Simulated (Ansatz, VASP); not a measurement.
## Cross-check of GaSb between VASP and Ansatz

Wanted: the spread between two codes on one cell, functional and k mesh. The cell is taken from a series of runs on this material, whose earlier steps may have relaxed, scaled, displaced or heated it; both programs get it as it stands.

Main program and level: Ansatz 0.2.0; plane waves, with VASP 6.6.1 beside it; zone-centre phonons at PBEsol.

### 1. The structure

Symmetry: F-43m, No. 216, cubic system. Conventional cell: a = 6.029 Å, b = 6.029 Å, c = 6.029 Å, α = 90.00°, β = 90.00°, γ = 90.00°. Ga has 4 Sb at 2.61 Å nearest. Nearest to Sb lie 4 Ga at 2.61 Å. Farther neighbours are not listed.

As a file:

```xyz
2
Lattice="-0.0004 3.0143 3.0143 3.0143 -0.0004 3.0143 3.0143 3.0143 -0.0004" Properties=species:S:1:pos:R:3 pbc="T T T"
Ga    0.0002    0.0002    0.0002
Sb    4.5209    4.5209    4.5209
```

### 2. VASP: zone-centre phonons, PBEsol

Second derivatives magnify differences that forces hide, and they need a tight electronic threshold.

Lines of VASP's logs that name or quote its potential files are left out, and so is its time.

Contents of INCAR:

```
SYSTEM = GaSb
PREC = Accurate
ENCUT = 500
EDIFF = 1E-08
NELM = 120
ISMEAR = 0
SIGMA = 0.015
LREAL = .FALSE.
ALGO = Normal
GGA = PS
NBANDS = 15
LORBIT = 11
LWAVE = .FALSE.
LCHARG = .FALSE.
ISIF = 2
ISYM = 2
IBRION = 8
LASPH = .TRUE.
GGA_COMPAT = .FALSE.
EFERMI = MIDGAP
KPAR = 2
```

Contents of POSCAR:

```
GaSb
1.0
   -0.0004499081      3.0142664127      3.0142664127
    3.0142664127     -0.0004499081      3.0142664127
    3.0142664127      3.0142664127     -0.0004499081
Ga Sb
1 1
Direct
    0.0000251196      0.0000251196      0.0000251196
    0.7499748804      0.7499748804      0.7499748804
```

Contents of KPOINTS:

```
Points of the shifted mesh
1728
Reciprocal
 0.0416666667  0.0416666667  0.0416666667 1
 0.0416666667  0.0416666667  0.1250000000 1
 0.0416666667  0.0416666667  0.2083333333 1
 0.0416666667  0.0416666667  0.2916666667 1
 0.0416666667  0.0416666667  0.3750000000 1
 0.0416666667  0.0416666667  0.4583333333 1
 0.0416666667  0.0416666667  0.5416666667 1
 0.0416666667  0.0416666667  0.6250000000 1
 0.0416666667  0.0416666667  0.7083333333 1
 0.0416666667  0.0416666667  0.7916666667 1
 0.0416666667  0.0416666667  0.8750000000 1
 0.0416666667  0.0416666667  0.9583333333 1
 0.0416666667  0.1250000000  0.0416666667 1
 0.0416666667  0.1250000000  0.1250000000 1
 0.0416666667  0.1250000000  0.2083333333 1
 0.0416666667  0.1250000000  0.2916666667 1
 0.0416666667  0.1250000000  0.3750000000 1
 0.0416666667  0.1250000000  0.4583333333 1
 0.0416666667  0.1250000000  0.5416666667 1
 0.0416666667  0.1250000000  0.6250000000 1
 0.0416666667  0.1250000000  0.7083333333 1
 0.0416666667  0.1250000000  0.7916666667 1
 0.0416666667  0.1250000000  0.8750000000 1
 0.0416666667  0.1250000000  0.9583333333 1
 0.0416666667  0.2083333333  0.0416666667 1
 0.0416666667  0.2083333333  0.1250000000 1
 0.0416666667  0.2083333333  0.2083333333 1
 0.0416666667  0.2083333333  0.2916666667 1
 0.0416666667  0.2083333333  0.3750000000 1
 0.0416666667  0.2083333333  0.4583333333 1
 0.0416666667  0.2083333333  0.5416666667 1
 0.0416666667  0.2083333333  0.6250000000 1
 0.0416666667  0.2083333333  0.7083333333 1
 0.0416666667  0.2083333333  0.7916666667 1
 0.0416666667  0.2083333333  0.8750000000 1
 0.0416666667  0.2083333333  0.9583333333 1
 0.0416666667  0.2916666667  0.0416666667 1
 0.0416666667  0.2916666667  0.1250000000 1
 0.0416666667  0.2916666667  0.2083333333 1
 0.0416666667  0.2916666667  0.2916666667 1
 0.0416666667  0.2916666667  0.3750000000 1
 0.0416666667  0.2916666667  0.4583333333 1
 0.0416666667  0.2916666667  0.5416666667 1
 0.0416666667  0.2916666667  0.6250000000 1
 0.0416666667  0.2916666667  0.7083333333 1
 0.0416666667  0.2916666667  0.7916666667 1
 0.0416666667  0.2916666667  0.8750000000 1
 0.0416666667  0.2916666667  0.9583333333 1
 0.0416666667  0.3750000000  0.0416666667 1
 0.0416666667  0.3750000000  0.1250000000 1
 0.0416666667  0.3750000000  0.2083333333 1
 0.0416666667  0.3750000000  0.2916666667 1
 0.0416666667  0.3750000000  0.3750000000 1
 0.0416666667  0.3750000000  0.4583333333 1
 0.0416666667  0.3750000000  0.5416666667 1
 0.0416666667  0.3750000000  0.6250000000 1
 0.0416666667  0.3750000000  0.7083333333 1
 0.0416666667  0.3750000000  0.7916666667 1
 0.0416666667  0.3750000000  0.8750000000 1
 0.0416666667  0.3750000000  0.9583333333 1
 0.0416666667  0.4583333333  0.0416666667 1
 0.0416666667  0.4583333333  0.1250000000 1
 0.0416666667  0.4583333333  0.2083333333 1
 0.0416666667  0.4583333333  0.2916666667 1
 0.0416666667  0.4583333333  0.3750000000 1
 0.0416666667  0.4583333333  0.4583333333 1
 0.0416666667  0.4583333333  0.5416666667 1
 0.0416666667  0.4583333333  0.6250000000 1
 0.0416666667  0.4583333333  0.7083333333 1
 0.0416666667  0.4583333333  0.7916666667 1
 0.0416666667  0.4583333333  0.8750000000 1
 0.0416666667  0.4583333333  0.9583333333 1
 0.0416666667  0.5416666667  0.0416666667 1
 0.0416666667  0.5416666667  0.1250000000 1
 0.0416666667  0.5416666667  0.2083333333 1
 0.0416666667  0.5416666667  0.2916666667 1
 0.0416666667  0.5416666667  0.3750000000 1
 0.0416666667  0.5416666667  0.4583333333 1
 0.0416666667  0.5416666667  0.5416666667 1
 0.0416666667  0.5416666667  0.6250000000 1
 0.0416666667  0.5416666667  0.7083333333 1
 0.0416666667  0.5416666667  0.7916666667 1
 0.0416666667  0.5416666667  0.8750000000 1
 0.0416666667  0.5416666667  0.9583333333 1
 0.0416666667  0.6250000000  0.0416666667 1
 0.0416666667  0.6250000000  0.1250000000 1
 0.0416666667  0.6250000000  0.2083333333 1
 0.0416666667  0.6250000000  0.2916666667 1
 0.0416666667  0.6250000000  0.3750000000 1
 0.0416666667  0.6250000000  0.4583333333 1
 0.0416666667  0.6250000000  0.5416666667 1
 0.0416666667  0.6250000000  0.6250000000 1
 0.0416666667  0.6250000000  0.7083333333 1
 0.0416666667  0.6250000000  0.7916666667 1
 0.0416666667  0.6250000000  0.8750000000 1
 0.0416666667  0.6250000000  0.9583333333 1
 0.0416666667  0.7083333333  0.0416666667 1
 0.0416666667  0.7083333333  0.1250000000 1
 0.0416666667  0.7083333333  0.2083333333 1
 0.0416666667  0.7083333333  0.2916666667 1
 0.0416666667  0.7083333333  0.3750000000 1
 0.0416666667  0.7083333333  0.4583333333 1
 0.0416666667  0.7083333333  0.5416666667 1
 0.0416666667  0.7083333333  0.6250000000 1
 0.0416666667  0.7083333333  0.7083333333 1
 0.0416666667  0.7083333333  0.7916666667 1
 0.0416666667  0.7083333333  0.8750000000 1
 0.0416666667  0.7083333333  0.9583333333 1
 0.0416666667  0.7916666667  0.0416666667 1
 0.0416666667  0.7916666667  0.1250000000 1
 0.0416666667  0.7916666667  0.2083333333 1
 0.0416666667  0.7916666667  0.2916666667 1
[... 1390 lines left out ...]
 0.8750000000  0.4583333333  0.1250000000 1
 0.8750000000  0.4583333333  0.2083333333 1
 0.8750000000  0.4583333333  0.2916666667 1
 0.8750000000  0.4583333333  0.3750000000 1
 0.8750000000  0.4583333333  0.4583333333 1
 0.8750000000  0.4583333333  0.5416666667 1
 0.8750000000  0.4583333333  0.6250000000 1
 0.8750000000  0.4583333333  0.7083333333 1
 0.8750000000  0.4583333333  0.7916666667 1
 0.8750000000  0.4583333333  0.8750000000 1
 0.8750000000  0.4583333333  0.9583333333 1
 0.8750000000  0.5416666667  0.0416666667 1
 0.8750000000  0.5416666667  0.1250000000 1
 0.8750000000  0.5416666667  0.2083333333 1
 0.8750000000  0.5416666667  0.2916666667 1
 0.8750000000  0.5416666667  0.3750000000 1
 0.8750000000  0.5416666667  0.4583333333 1
 0.8750000000  0.5416666667  0.5416666667 1
 0.8750000000  0.5416666667  0.6250000000 1
 0.8750000000  0.5416666667  0.7083333333 1
 0.8750000000  0.5416666667  0.7916666667 1
 0.8750000000  0.5416666667  0.8750000000 1
 0.8750000000  0.5416666667  0.9583333333 1
 0.8750000000  0.6250000000  0.0416666667 1
 0.8750000000  0.6250000000  0.1250000000 1
 0.8750000000  0.6250000000  0.2083333333 1
 0.8750000000  0.6250000000  0.2916666667 1
 0.8750000000  0.6250000000  0.3750000000 1
 0.8750000000  0.6250000000  0.4583333333 1
 0.8750000000  0.6250000000  0.5416666667 1
 0.8750000000  0.6250000000  0.6250000000 1
 0.8750000000  0.6250000000  0.7083333333 1
 0.8750000000  0.6250000000  0.7916666667 1
 0.8750000000  0.6250000000  0.8750000000 1
 0.8750000000  0.6250000000  0.9583333333 1
 0.8750000000  0.7083333333  0.0416666667 1
 0.8750000000  0.7083333333  0.1250000000 1
 0.8750000000  0.7083333333  0.2083333333 1
 0.8750000000  0.7083333333  0.2916666667 1
 0.8750000000  0.7083333333  0.3750000000 1
 0.8750000000  0.7083333333  0.4583333333 1
 0.8750000000  0.7083333333  0.5416666667 1
 0.8750000000  0.7083333333  0.6250000000 1
 0.8750000000  0.7083333333  0.7083333333 1
 0.8750000000  0.7083333333  0.7916666667 1
 0.8750000000  0.7083333333  0.8750000000 1
 0.8750000000  0.7083333333  0.9583333333 1
 0.8750000000  0.7916666667  0.0416666667 1
 0.8750000000  0.7916666667  0.1250000000 1
 0.8750000000  0.7916666667  0.2083333333 1
 0.8750000000  0.7916666667  0.2916666667 1
 0.8750000000  0.7916666667  0.3750000000 1
 0.8750000000  0.7916666667  0.4583333333 1
 0.8750000000  0.7916666667  0.5416666667 1
 0.8750000000  0.7916666667  0.6250000000 1
 0.8750000000  0.7916666667  0.7083333333 1
 0.8750000000  0.7916666667  0.7916666667 1
 0.8750000000  0.7916666667  0.8750000000 1
 0.8750000000  0.7916666667  0.9583333333 1
 0.8750000000  0.8750000000  0.0416666667 1
 0.8750000000  0.8750000000  0.1250000000 1
 0.8750000000  0.8750000000  0.2083333333 1
 0.8750000000  0.8750000000  0.2916666667 1
 0.8750000000  0.8750000000  0.3750000000 1
 0.8750000000  0.8750000000  0.4583333333 1
 0.8750000000  0.8750000000  0.5416666667 1
 0.8750000000  0.8750000000  0.6250000000 1
 0.8750000000  0.8750000000  0.7083333333 1
 0.8750000000  0.8750000000  0.7916666667 1
 0.8750000000  0.8750000000  0.8750000000 1
 0.8750000000  0.8750000000  0.9583333333 1
 0.8750000000  0.9583333333  0.0416666667 1
 0.8750000000  0.9583333333  0.1250000000 1
 0.8750000000  0.9583333333  0.2083333333 1
 0.8750000000  0.9583333333  0.2916666667 1
 0.8750000000  0.9583333333  0.3750000000 1
 0.8750000000  0.9583333333  0.4583333333 1
 0.8750000000  0.9583333333  0.5416666667 1
 0.8750000000  0.9583333333  0.6250000000 1
 0.8750000000  0.9583333333  0.7083333333 1
 0.8750000000  0.9583333333  0.7916666667 1
 0.8750000000  0.9583333333  0.8750000000 1
 0.8750000000  0.9583333333  0.9583333333 1
 0.9583333333  0.0416666667  0.0416666667 1
 0.9583333333  0.0416666667  0.1250000000 1
 0.9583333333  0.0416666667  0.2083333333 1
 0.9583333333  0.0416666667  0.2916666667 1
 0.9583333333  0.0416666667  0.3750000000 1
 0.9583333333  0.0416666667  0.4583333333 1
 0.9583333333  0.0416666667  0.5416666667 1
 0.9583333333  0.0416666667  0.6250000000 1
 0.9583333333  0.0416666667  0.7083333333 1
 0.9583333333  0.0416666667  0.7916666667 1
 0.9583333333  0.0416666667  0.8750000000 1
 0.9583333333  0.0416666667  0.9583333333 1
 0.9583333333  0.1250000000  0.0416666667 1
 0.9583333333  0.1250000000  0.1250000000 1
 0.9583333333  0.1250000000  0.2083333333 1
 0.9583333333  0.1250000000  0.2916666667 1
 0.9583333333  0.1250000000  0.3750000000 1
 0.9583333333  0.1250000000  0.4583333333 1
 0.9583333333  0.1250000000  0.5416666667 1
 0.9583333333  0.1250000000  0.6250000000 1
 0.9583333333  0.1250000000  0.7083333333 1
 0.9583333333  0.1250000000  0.7916666667 1
 0.9583333333  0.1250000000  0.8750000000 1
 0.9583333333  0.1250000000  0.9583333333 1
 0.9583333333  0.2083333333  0.0416666667 1
 0.9583333333  0.2083333333  0.1250000000 1
 0.9583333333  0.2083333333  0.2083333333 1
 0.9583333333  0.2083333333  0.2916666667 1
 0.9583333333  0.2083333333  0.3750000000 1
 0.9583333333  0.2083333333  0.4583333333 1
 0.9583333333  0.2083333333  0.5416666667 1
 0.9583333333  0.2083333333  0.6250000000 1
 0.9583333333  0.2083333333  0.7083333333 1
 0.9583333333  0.2083333333  0.7916666667 1
 0.9583333333  0.2083333333  0.8750000000 1
 0.9583333333  0.2083333333  0.9583333333 1
 0.9583333333  0.2916666667  0.0416666667 1
 0.9583333333  0.2916666667  0.1250000000 1
 0.9583333333  0.2916666667  0.2083333333 1
 0.9583333333  0.2916666667  0.2916666667 1
 0.9583333333  0.2916666667  0.3750000000 1
 0.9583333333  0.2916666667  0.4583333333 1
 0.9583333333  0.2916666667  0.5416666667 1
 0.9583333333  0.2916666667  0.6250000000 1
 0.9583333333  0.2916666667  0.7083333333 1
 0.9583333333  0.2916666667  0.7916666667 1
 0.9583333333  0.2916666667  0.8750000000 1
 0.9583333333  0.2916666667  0.9583333333 1
 0.9583333333  0.3750000000  0.0416666667 1
 0.9583333333  0.3750000000  0.1250000000 1
 0.9583333333  0.3750000000  0.2083333333 1
 0.9583333333  0.3750000000  0.2916666667 1
 0.9583333333  0.3750000000  0.3750000000 1
 0.9583333333  0.3750000000  0.4583333333 1
 0.9583333333  0.3750000000  0.5416666667 1
 0.9583333333  0.3750000000  0.6250000000 1
 0.9583333333  0.3750000000  0.7083333333 1
 0.9583333333  0.3750000000  0.7916666667 1
 0.9583333333  0.3750000000  0.8750000000 1
 0.9583333333  0.3750000000  0.9583333333 1
 0.9583333333  0.4583333333  0.0416666667 1
 0.9583333333  0.4583333333  0.1250000000 1
 0.9583333333  0.4583333333  0.2083333333 1
 0.9583333333  0.4583333333  0.2916666667 1
 0.9583333333  0.4583333333  0.3750000000 1
 0.9583333333  0.4583333333  0.4583333333 1
 0.9583333333  0.4583333333  0.5416666667 1
 0.9583333333  0.4583333333  0.6250000000 1
 0.9583333333  0.4583333333  0.7083333333 1
 0.9583333333  0.4583333333  0.7916666667 1
 0.9583333333  0.4583333333  0.8750000000 1
 0.9583333333  0.4583333333  0.9583333333 1
 0.9583333333  0.5416666667  0.0416666667 1
 0.9583333333  0.5416666667  0.1250000000 1
 0.9583333333  0.5416666667  0.2083333333 1
 0.9583333333  0.5416666667  0.2916666667 1
 0.9583333333  0.5416666667  0.3750000000 1
 0.9583333333  0.5416666667  0.4583333333 1
 0.9583333333  0.5416666667  0.5416666667 1
 0.9583333333  0.5416666667  0.6250000000 1
 0.9583333333  0.5416666667  0.7083333333 1
 0.9583333333  0.5416666667  0.7916666667 1
 0.9583333333  0.5416666667  0.8750000000 1
 0.9583333333  0.5416666667  0.9583333333 1
 0.9583333333  0.6250000000  0.0416666667 1
 0.9583333333  0.6250000000  0.1250000000 1
 0.9583333333  0.6250000000  0.2083333333 1
 0.9583333333  0.6250000000  0.2916666667 1
 0.9583333333  0.6250000000  0.3750000000 1
 0.9583333333  0.6250000000  0.4583333333 1
 0.9583333333  0.6250000000  0.5416666667 1
 0.9583333333  0.6250000000  0.6250000000 1
 0.9583333333  0.6250000000  0.7083333333 1
 0.9583333333  0.6250000000  0.7916666667 1
 0.9583333333  0.6250000000  0.8750000000 1
 0.9583333333  0.6250000000  0.9583333333 1
 0.9583333333  0.7083333333  0.0416666667 1
 0.9583333333  0.7083333333  0.1250000000 1
 0.9583333333  0.7083333333  0.2083333333 1
 0.9583333333  0.7083333333  0.2916666667 1
 0.9583333333  0.7083333333  0.3750000000 1
 0.9583333333  0.7083333333  0.4583333333 1
 0.9583333333  0.7083333333  0.5416666667 1
 0.9583333333  0.7083333333  0.6250000000 1
 0.9583333333  0.7083333333  0.7083333333 1
 0.9583333333  0.7083333333  0.7916666667 1
 0.9583333333  0.7083333333  0.8750000000 1
 0.9583333333  0.7083333333  0.9583333333 1
 0.9583333333  0.7916666667  0.0416666667 1
 0.9583333333  0.7916666667  0.1250000000 1
 0.9583333333  0.7916666667  0.2083333333 1
 0.9583333333  0.7916666667  0.2916666667 1
 0.9583333333  0.7916666667  0.3750000000 1
 0.9583333333  0.7916666667  0.4583333333 1
 0.9583333333  0.7916666667  0.5416666667 1
 0.9583333333  0.7916666667  0.6250000000 1
 0.9583333333  0.7916666667  0.7083333333 1
 0.9583333333  0.7916666667  0.7916666667 1
 0.9583333333  0.7916666667  0.8750000000 1
 0.9583333333  0.7916666667  0.9583333333 1
 0.9583333333  0.8750000000  0.0416666667 1
 0.9583333333  0.8750000000  0.1250000000 1
 0.9583333333  0.8750000000  0.2083333333 1
 0.9583333333  0.8750000000  0.2916666667 1
 0.9583333333  0.8750000000  0.3750000000 1
 0.9583333333  0.8750000000  0.4583333333 1
 0.9583333333  0.8750000000  0.5416666667 1
 0.9583333333  0.8750000000  0.6250000000 1
 0.9583333333  0.8750000000  0.7083333333 1
 0.9583333333  0.8750000000  0.7916666667 1
 0.9583333333  0.8750000000  0.8750000000 1
 0.9583333333  0.8750000000  0.9583333333 1
 0.9583333333  0.9583333333  0.0416666667 1
 0.9583333333  0.9583333333  0.1250000000 1
 0.9583333333  0.9583333333  0.2083333333 1
 0.9583333333  0.9583333333  0.2916666667 1
 0.9583333333  0.9583333333  0.3750000000 1
 0.9583333333  0.9583333333  0.4583333333 1
 0.9583333333  0.9583333333  0.5416666667 1
 0.9583333333  0.9583333333  0.6250000000 1
 0.9583333333  0.9583333333  0.7083333333 1
 0.9583333333  0.9583333333  0.7916666667 1
 0.9583333333  0.9583333333  0.8750000000 1
 0.9583333333  0.9583333333  0.9583333333 1
```

Potentials, in the order of the species: Ga_d and Sb (PBE family, release 64).

Command:

```bash
> mpirun -np 2 vasp_std
```

Numbers of over 12 decimals in the logs are rounded to 6 here.

The log of the run:

```text
[banner, memory and clock lines left out]
running    2 mpi-ranks, on    1 nodes
[...]
|                                                                             |
|               ----> ADVICE to this user running VASP <----                  |
|                                                                             |
|     You enforced a specific xc type in the INCAR file but a different       |
|     [... a line on the potential file left out ...]
|     I HOPE YOU KNOW WHAT YOU ARE DOING!                                     |
|                                                                             |

 LDA part: xc-table for (Slater+PW92), standard interpolation
 POSCAR, INCAR and KPOINTS ok, starting setup
[...]
entering main loop
       N       E                     dE             d eps       ncg     rms          rms(c)
DAV:   1     0.800463296091E+02    0.80046E+02   -0.85344E+03 52493   0.147E+03
DAV:   2    -0.213667328747E+01   -0.82183E+02   -0.79251E+02 60415   0.302E+02
DAV:   3    -0.814029076101E+01   -0.60036E+01   -0.59792E+01 61514   0.670E+01
DAV:   4    -0.824553616136E+01   -0.10525E+00   -0.10523E+00 64378   0.996E+00
DAV:   5    -0.824805081463E+01   -0.25147E-02   -0.25146E-02 66115   0.136E+00    0.331E+00
DAV:   6    -0.816724588475E+01    0.80805E-01   -0.88878E-02 67898   0.542E+00    0.195E+00
DAV:   7    -0.813818680175E+01    0.29059E-01   -0.50086E-02 64335   0.211E+00    0.372E-01
DAV:   8    -0.813828166347E+01   -0.94862E-04   -0.51060E-03 67459   0.919E-01    0.115E-01
[...]
DAV:  13    -0.813854937013E+01    0.31517E-07   -0.47608E-08 59737   0.145E-03    0.576E-04
DAV:  14    -0.813854940790E+01   -0.37774E-07   -0.34803E-09 53003   0.833E-04    0.140E-04
DAV:  15    -0.813854942047E+01   -0.12564E-07   -0.82957E-10 36070   0.347E-04    0.746E-05
DAV:  16    -0.813854941686E+01    0.36052E-08   -0.15973E-10 31688   0.152E-04
   1 F= -.81385494E+01 E0= -.81385494E+01  d E =-.478376-119
 Linear response reoptimize wavefunctions to high precision
DAV:   1    -0.813854941569E+01    0.11751E-08   -0.69321E-11 34866   0.120E-04
DAV:   2    -0.813854941568E+01    0.18190E-11   -0.20512E-11 30148   0.455E-05
 Linear response DOF=           2
 Linear response progress:
  Degree of freedom:   1/  2
       N       E                     dE             d eps       ncg     rms          rms(c)
RMM:   1    -0.166109641344E+00   -0.16611E+00    0.75763E-02 64752   0.816E+00
RMM:   2    -0.164794349254E+00    0.13153E-02   -0.27639E-02 98492   0.137E+00    0.401E-02
RMM:   3    -0.164923960560E+00   -0.12961E-03   -0.35864E-03102640   0.427E-01    0.277E-02
RMM:   4    -0.164815166564E+00    0.10879E-03   -0.15419E-03110798   0.196E-01    0.133E-02
RMM:   5    -0.164814276446E+00    0.89012E-06   -0.60521E-05108177   0.514E-02    0.473E-03
RMM:   6    -0.164824460726E+00   -0.10184E-04   -0.12722E-05108575   0.207E-02    0.418E-04
RMM:   7    -0.164819000032E+00    0.54607E-05    0.16993E-06106238   0.891E-03    0.527E-04
RMM:   8    -0.164821192429E+00   -0.21924E-05   -0.12548E-06105561   0.412E-03    0.191E-04
[...]
RMM:  14    -0.164823642133E+00   -0.14625E-07    0.79590E-09109042   0.609E-05    0.342E-06
RMM:  15    -0.164823655912E+00   -0.13779E-07   -0.87756E-09106402   0.338E-05    0.174E-06
RMM:  16    -0.164823666211E+00   -0.10299E-07    0.10770E-08101166   0.204E-05    0.419E-07
RMM:  17    -0.164823668076E+00   -0.18650E-08   -0.30251E-09 78051   0.136E-05    0.469E-07
 first order change of Fermi-energy  -0.59231E+00
 force on displaced ion       1 direction 1 :  -8.828  -0.001  -0.001
 Linear response progress:
  Degree of freedom:   2/  2
       N       E                     dE             d eps       ncg     rms          rms(c)
RMM:   1    -0.286483360649E-01   -0.28648E-01    0.10366E-03105076   0.141E+00
RMM:   2    -0.256015892535E-01    0.30467E-02   -0.38419E-03 95095   0.407E-01    0.681E-02
RMM:   3    -0.255500706631E-01    0.51519E-04   -0.22074E-04104305   0.108E-01    0.368E-02
RMM:   4    -0.256069858309E-01   -0.56915E-04   -0.43484E-05105179   0.459E-02    0.458E-03
RMM:   5    -0.256181470574E-01   -0.11161E-04   -0.62368E-06109125   0.160E-02    0.283E-03
RMM:   6    -0.256109318846E-01    0.72152E-05   -0.10873E-06105157   0.567E-03    0.841E-04
RMM:   7    -0.256098554899E-01    0.10764E-05   -0.95510E-08108481   0.170E-03    0.257E-04
RMM:   8    -0.256092989317E-01    0.55656E-06   -0.15294E-08103520   0.602E-04    0.855E-05
RMM:   9    -0.256091847780E-01    0.11415E-06   -0.15514E-09104725   0.227E-04    0.269E-05
RMM:  10    -0.256091695826E-01    0.15195E-07   -0.52816E-10103957   0.909E-05    0.199E-06
RMM:  11    -0.256091734189E-01   -0.38362E-08   -0.21153E-10108223   0.320E-05    0.350E-06
 first order change of Fermi-energy   0.59233E+00
 force on displaced ion       2 direction 1 :  -8.867  -0.000  -0.000
 Linear response finished
```

(Part 1 of 2 ends here.)

[Lines on the potential files, build, host, timing and source positions are cut from VASP's logs without a mark.]

[Logs are printed without paths, hosts, clocks, repeated set-up lines and the standing remarks that a program may print on its own settings, such as how far it seeks lower states.]

[Hosts, paths, dates, database ids (printed as entryN), source tags and the programs' standing remarks are cut or masked in the printed files.]
